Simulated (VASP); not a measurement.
Method: vdW-DF-cx, VASP's PBE PAW potentials (set 64) (plane waves; VASP 6.6.1).

The input files of a VASP run:

### INCAR
```
IBRION  =  2   ! conjugate gradients
GGA  =  CX
PREC  =  Accurate
NSW  =  60
SIGMA  =  0.1
LCHARG  =  .FALSE.
LUSE_VDW  =  .TRUE.
LWAVE  =  .FALSE.
LREAL  =  .FALSE.
AGGAC  =  0.0
ALGO  =  Normal   ! blocked Davidson
ENCUT  =  520   ! plane-wave cut-off (eV)
LASPH  =  .TRUE.   ! aspherical one-centre terms
EDIFF  =  1E-6   ! SCF stop (eV)
EDIFFG  =  -0.01   ! ionic stop
ISIF  =  3   ! ions, shape and volume
NELM  =  100   ! most electronic steps
LMAXMIX  =  6
ISMEAR  =  1
SYSTEM  =  Lu
```

File KPOINTS:
```
Automatic mesh
0
Gamma
11 11 6
0 0 0
```

File POSCAR:
```
Lu
1
    1.7294584138    -2.9955099259    -0.0000000000
    1.7294584138     2.9955099259    -0.0000000000
   -0.0000000000    -0.0000000000     5.3836452554
Lu
2
Direct
  0.3333330000   0.6666670000   0.2500000000
  0.6666670000   0.3333330000   0.7500000000
```

POTCAR, in this order: Lu_3 (PBE.64 set). Program: vasp_std.

Question: What does the run give for the energy per atom (σ→0), band gap (on the k-mesh)?

Answer: 
| Quantity | Result |
|---|---|
| energy per atom (σ→0) | -2.134 eV/atom |
| band gap (on the k-mesh) | none (metal, semimetal or under 0.01 eV) |

OSZICAR:
```
...
DAV:   5    -0.425310853682E+01   -0.37363E-02   -0.37363E-02  2884   0.193E+00    0.260E+01
DAV:   6    -0.425511070651E+01   -0.20022E-02   -0.29612E-02  2786   0.402E+00    0.155E+01
DAV:   7    -0.426747375661E+01   -0.12363E-01   -0.58555E-02  2689   0.569E+00    0.389E-01
DAV:   8    -0.426745425209E+01    0.19505E-04   -0.40626E-03  2726   0.906E-01    0.697E-02
DAV:   9    -0.426747717048E+01   -0.22918E-04   -0.17067E-04  2910   0.194E-01    0.288E-02
DAV:  10    -0.426747566530E+01    0.15052E-05   -0.19645E-05  2835   0.701E-02    0.370E-02
DAV:  11    -0.426747594749E+01   -0.28219E-06   -0.94042E-07  1560   0.173E-02
   1 F= -.42674759E+01 E0= -.42682115E+01  d E =-.426748E+01
```

The compound is Lu in the hcp structure. It was relaxed first, which changed the volume by -5 %. The start is the result of an earlier pass.
